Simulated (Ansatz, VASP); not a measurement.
## One calculation of RbIr3, two programs

Contents of INCAR:

```
ALGO = Fast
EDIFF = 1E-7
EDIFFG = -0.01
ENCUT = 600
GGA = PE
IBRION = 2
ISIF = 3
ISMEAR = 0
LASPH = True
LCHARG = False
LREAL = False
LWAVE = False
NELM = 60
NSW = 100
PREC = Accurate
SIGMA = 0.1
```

Contents of KPOINTS:

```
k-points
0
Gamma
  12 12 12
```

File POSCAR:

```
RbIr3
1.0
    4.1541361463      0.0000000000      0.0000000000
    0.0000000000      4.1541361463      0.0000000000
    0.0000000000      0.0000000000      4.1541361463
Rb Ir
1 3
Direct
    0.5000000000      0.5000000000      0.5000000000
    0.5000000000      0.0000000000      0.0000000000
    0.0000000000      0.5000000000      0.0000000000
    0.0000000000      0.0000000000      0.5000000000
```

Input for Ansatz:

```yaml
crystal:
  lattice:
    - [4.1541361463, 0.0, 0.0]
    - [0.0, 4.1541361463, 0.0]
    - [0.0, 0.0, 4.1541361463]
  atoms:
    - { symbol: Rb, position: [0.5, 0.5, 0.5] }
    - { symbol: Ir, position: [0.5, 0.0, 0.0] }
    - { symbol: Ir, position: [0.0, 0.5, 0.0] }
    - { symbol: Ir, position: [0.0, 0.0, 0.5] }
basis:
  ecutwfc: 420
kpoints:
  mp_grid: { grid: [12, 12, 12] }
hamiltonian:
  xc: pbe
scf:
  occupations: { method: gaussian, width: 0.1 }
output:
  forces: true
  stress: true
  eigenvalues: true
  write_density: true
  write_potential: true
  elf: true
  volumetric_format: npy
relax:
  adjacent_minimum: "off"
  f_tol: 0.01
  max_steps: 80
  cell: { stress_tol: 0.05 }
```

Alike in both runs: task relaxation of cell and atoms; functional PBE; k mesh 12 × 12 × 12; occupations gaussian, width 0.1 eV; no spin polarisation.

|  | VASP | Ansatz |
| --- | --- | --- |
| version | VASP 6.6.1 | Ansatz 0.2.0 |
| potentials or method | VASP PAW PBE potentials, release 64 (Rb_sv, Ir) | scalar-relativistic, plane waves, PAW |
| plane-wave cutoff (eV) | 600 | 420 |
| valence electrons in the cell | 36 | 60 |

```tsv
	VASP	Ansatz	Ansatz less VASP
gap on the k mesh at the Fermi level, each at its own relaxed structure (eV)	none	none	-
relaxed volume (Å³/atom)	18.02	17.93	-0.091
relaxed cell length with the largest relative difference (Å)	4.162	4.155	-0.0070
```

A gap of «none» marks a metal or a gap that the smearing closes. The two sets of potentials don't hold the same shells in valence.

The runs have no spin-orbit coupling, so splittings on Ir are missing.
